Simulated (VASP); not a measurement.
Here is the system:

```xyz
2
Lattice="-2.6471 2.6471 1.3871 2.6471 -2.6471 1.3871 2.6471 2.6471 -1.3871" Properties=species:S:1:pos:R:3 pbc="T T T"
As     0.0000     2.6471     0.6935
As     0.0000     0.0000     0.0000
```

The numbers are results of PBEsol GGA, VASP's PBE PAW potentials (set 64) (plane waves; VASP), not measurements. Run with 400 eV cut-off, 16×16×16 Γ-centred mesh, tetrahedra with Blöchl corrections, potentials As.

**Question.** What does the run give for the energy per atom (σ→0), band gap (on the k-mesh) with the smallest direct gap where there is one?

**Answer.** 
```yaml
band gap (on the k-mesh): none (metal, semimetal or under 0.01 eV)
energy per atom (σ→0): -4.917 eV/atom
```

The structure was generated: As was put into the beta-Sn type (I4_1/amd), which need not be its known phase. It was relaxed first.
